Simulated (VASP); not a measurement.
A VASP calculation is set up with these files.

File POSCAR:
```
ZrC
1
    0.0000000000     2.3970000000     2.3970000000
    2.3970000000     0.0000000000     2.3970000000
    2.3970000000     2.3970000000     0.0000000000
Zr C
1 1
Direct
  0.0000000000   0.0000000000   0.0000000000
  0.5000000000   0.5000000000   0.5000000000
```

KPOINTS:
```
Automatic mesh
0
Gamma
3 3 3
0 0 0
```

INCAR:
```
SYSTEM = ZrC
PREC = Accurate
ENCUT = 520
EDIFF = 1E-6
NELM = 100
ALGO = Normal
LREAL = .FALSE.
LASPH = .TRUE.
ISMEAR = 0
SIGMA = 0.001
GGA = PE
LMAXMIX = 4
LWAVE = .FALSE.
LCHARG = .FALSE.
ISIF = 2
```

POTCAR, in this order: Zr_sv C (PBE.64 set). Program: vasp_std.

Output of the run:

File standard output:
```
 POSCAR found type information on POSCAR ZrC
 POSCAR found :  2 types and       2 ions
 Reading from existing POTCAR
 Reading from existing POTCAR
 LDA part: xc-table for (Slater+PW92), standard interpolation
 POSCAR, INCAR and KPOINTS ok, starting setup
 WAVECAR not read
 entering main loop
       N       E                     dE             d eps       ncg     rms          rms(c)
DAV:   1     0.912838673923E+02    0.91284E+02   -0.88710E+03    96   0.133E+03
DAV:   2    -0.175090738674E+02   -0.10879E+03   -0.10220E+03   116   0.301E+02
DAV:   3    -0.225458394402E+02   -0.50368E+01   -0.49842E+01   144   0.580E+01
DAV:   4    -0.227623440145E+02   -0.21650E+00   -0.21646E+00   116   0.115E+01
DAV:   5    -0.227799500574E+02   -0.17606E-01   -0.17605E-01   144   0.220E+00    0.187E+01
DAV:   6    -0.195097872523E+02    0.32702E+01   -0.20535E+01   108   0.292E+01    0.717E+00
DAV:   7    -0.192351803745E+02    0.27461E+00   -0.11144E+00   100   0.755E+00    0.545E+00
DAV:   8    -0.192424729320E+02   -0.72926E-02   -0.48719E-01   100   0.475E+00    0.205E+00
DAV:   9    -0.192053846971E+02    0.37088E-01   -0.15684E-01   104   0.204E+00    0.288E-01
DAV:  10    -0.192091572766E+02   -0.37726E-02   -0.26146E-02   116   0.896E-01    0.294E-01
DAV:  11    -0.192067614712E+02    0.23958E-02   -0.92030E-03   100   0.476E-01    0.162E-02
DAV:  12    -0.192067848360E+02   -0.23365E-04   -0.26172E-04   120   0.118E-01    0.225E-02
DAV:  13    -0.192067804128E+02    0.44233E-05   -0.75658E-06   108   0.232E-02    0.127E-02
DAV:  14    -0.192067773118E+02    0.31009E-05   -0.13151E-05   112   0.235E-02    0.683E-03
DAV:  15    -0.192067771987E+02    0.11313E-06   -0.34266E-07    52   0.648E-03
   1 F= -.19206777E+02 E0= -.19206677E+02  d E =-.199735E-03
```

OUTCAR:
```
------------------------ aborting loop because EDIFF is reached ----------------------------------------
  FORCE on cell =-STRESS in cart. coord.  units (eV):
  Direction    XX          YY          ZZ          XY          YZ          ZX
  --------------------------------------------------------------------------------------
  Total       -1.7434851     -1.7434851     -1.7434851      0.0000000      0.0000000     -0.0000000
  in kB     -101.4132538   -101.4132538   -101.4132538      0.0000000      0.0000000     -0.0000000
  external PRESSURE =    -101.4132538 kB  Pullay stress =       0.0000000 kB
  volume of cell :       27.54
      direct lattice vectors                 reciprocal lattice vectors
     0.000000000  2.397000000  2.397000000    -0.208594076  0.208594076  0.208594076
     2.397000000  0.000000000  2.397000000     0.208594076 -0.208594076  0.208594076
     2.397000000  2.397000000  0.000000000     0.208594076  0.208594076 -0.208594076
 POSITION                                       TOTAL-FORCE (eV/Angst)
 -----------------------------------------------------------------------------------
      0.00000      0.00000      0.00000         0.000000      0.000000     -0.000000
      2.39700      2.39700      2.39700         0.000000      0.000000      0.000000
 -----------------------------------------------------------------------------------
    total drift:                                0.000000      0.000000      0.000000
  FREE ENERGIE OF THE ION-ELECTRON SYSTEM (eV)
  ---------------------------------------------------
  free  energy   TOTEN  =       -19.2067771987 eV

  energy  without entropy=      -19.2065774636  energy(sigma->0) =      -19.20667733
```
(Selected blocks of OUTCAR.)

Q: Read input and log: which fault does this run have?
A. EDIFFG is positive, so the stop tests the energy change and not the forces
B. the mesh has unequal divisions along equivalent axes and breaks the lattice's symmetry
C. a metal was run with a tiny SIGMA on a coarse mesh
D. EDIFF is too loose for the force threshold

A: C, a metal was run with a tiny SIGMA on a coarse mesh. The run ends without an error. Against the sound run, the energy per atom (σ→0) rises by 0.103 eV/atom; the pressure increases by 0.37 GPa.

To mend it, set ISMEAR = 1, set SIGMA = 0.1, correct KPOINTS.
KPOINTS:
```
Automatic mesh
0
Gamma
10 10 10
0 0 0
```
The mended run (PBE GGA, plane waves, VASP's PBE PAW potentials (set 64)) converges, and its OSZICAR ends with
```
   1 F= -.19411900E+02 E0= -.19411929E+02  d E =0.848763E-04
```

The compound is ZrC in the rock salt structure. The cell was not relaxed at this level.
